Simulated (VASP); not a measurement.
Here is the system:

```
Pt
1.0
    0.00000     1.98336     1.98336
    1.98336     0.00000     1.98336
    1.98336     1.98336     0.00000
Pt
1
Direct
  0.00000   0.00000   0.00000
```

These are PBE GGA, VASP's PBE PAW potentials (set 64) (plane waves; VASP) values and carry that method's errors. Numerical set-up: 480 eV cut-off, 14×14×14 Γ-centred mesh, first-order Methfessel-Paxton smearing of 0.10 eV, potentials Pt.

Unless said otherwise, spin-orbit coupling is left out, though it shifts the bands of the heavy elements here.

Q: Predict the energy per atom (σ→0), band gap (on the k-mesh) with the smallest direct gap where there is one.

A: 
The band gap (on the k-mesh) is none (metal, semimetal or under 0.01 eV). The energy per atom (σ→0) is -589.1 kJ/mol of atoms.

The compound is Pt in the fcc structure. It was relaxed first. The start is the result of an earlier pass.
